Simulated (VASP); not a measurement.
A convergence study with VASP on ZrN (rock salt): one setting is varied, all else stays as given below, so the limit is that of these other settings.

```yaml
crystal:
  lattice:
    - [0.00000, 2.29000, 2.29000]
    - [2.29000, 0.00000, 2.29000]
    - [2.29000, 2.29000, 0.00000]
  atoms:
    - { symbol: Zr, position: [0.00000, 0.00000, 0.00000] }
    - { symbol: N, position: [0.50000, 0.50000, 0.50000] }
```

All values below come from PBE GGA, VASP's PBE PAW potentials (set 64) (plane waves; VASP 6.6.1). The tightest run used: 700 eV cut-off, 23×23×23 Γ-centred mesh, tetrahedra with Blöchl corrections, potentials Zr_sv N.

```json
[
 {"setting": "3×3×3 mesh", "E (eV/atom)": "-10.3022", "pressure (GPa)": "1.17", "irreducible k-points": "4"},
 {"setting": "4×4×4 mesh", "E (eV/atom)": "-10.2364", "pressure (GPa)": "2.01", "irreducible k-points": "8"},
 {"setting": "5×5×5 mesh", "E (eV/atom)": "-10.2089", "pressure (GPa)": "2.19", "irreducible k-points": "10"}
]
```

These are the cheaper rows. Estimate the results at 23×23×23 mesh, and how far the last row shown lies from them.

```
quantity        tightest run  last row shown is off by
--------------  ------------  ------------------------
E (eV/atom)         -10.1866                   -0.0222
pressure (GPa)          2.62                     -0.43
```

Left out are rungs that failed or repeat a setting and relaxations that didn't move; long series are thinned to 24 rows.

The compound is ZrN in the rock salt structure. The cell was not relaxed at this level. The electron count is odd and the run is not spin-polarised, which forces a metal.
